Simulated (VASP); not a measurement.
## PdAu (space group R-3m): computed properties

These are LDA (Ceperley-Alder, Perdew-Zunger), VASP's LDA PAW potentials (set 64) (plane waves; VASP) values and carry that method's errors.

```yaml
space_group: R-3m (166)
cell: a = 2.794 Å, b = 2.794 Å, c = 13.616 Å, α = 90.00°, β = 90.00°, γ = 120.00°
volume_per_atom: 15.34 Å³/atom
band gap (over mesh and band path): none (metal, semimetal or under 0.01 eV)
band_gap_with_spin_orbit_coupling: none (metallic)
density: 16.42 g/cm³
```

```xyz
2
Lattice="1.3968 0.8065 4.5388 -1.3968 0.8065 4.5388 0.0000 -1.6129 4.5388" Properties=species:S:1:pos:R:3 pbc="T T T"
Pd     0.0000     0.0000     6.8082
Au     0.0000     0.0000     0.0000
```

Unless said otherwise, spin-orbit coupling is left out, though it shifts the bands of the heavy elements here.

The structure comes from a computed database's PdAu entry (R-3m); how it stands against other phases isn't given here. It was relaxed first, which changed the volume by -6 %. Symmetry was kept, so distortions that lower it aren't found. The electron count is odd and the run is not spin-polarised, which forces a metal.
